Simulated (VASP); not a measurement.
Input:

```yaml
crystal:
  lattice:
    - [0.00000, 2.78377, 2.78377]
    - [2.78377, 0.00000, 2.78377]
    - [2.78377, 2.78377, 0.00000]
  atoms:
    - { symbol: Cd, position: [0.00000, 0.00000, 0.00000] }
    - { symbol: Se, position: [0.50000, 0.50000, 0.50000] }
```

Method: LDA (Ceperley-Alder, Perdew-Zunger), VASP's LDA PAW potentials (set 64) (plane waves; VASP). Numerical set-up: 400 eV cut-off, Gaussian smearing of 0.050 eV, potentials Cd Se.

**Question.** Give the energies of bands 7 to 11 at the high-symmetry points, in eV from the Fermi level.

**Answer.** 
| band | Γ | X | U | L | W |
|---|---|---|---|---|---|
| 7 | -0.71 | -4.69 | -4.06 | -5.42 | -3.59 |
| 8 | -0.71 | -2.38 | -4.03 | 0.05 | -3.59 |
| 9 | -0.71 | -2.38 | -1.58 | 0.05 | -3.39 |
| 10 | 0.32 | -0.61 | 1.45 | 2.88 | 3.19 |
| 11 | 8.77 | 5.35 | 6.35 | 5.17 | 5.91 |

It has no gap at this level: it comes out as a metal or semimetal.

The structure comes from a computed database's CdSe entry (Fm-3m); how it stands against other phases isn't given here. It was relaxed first, which changed the volume by -9 %.
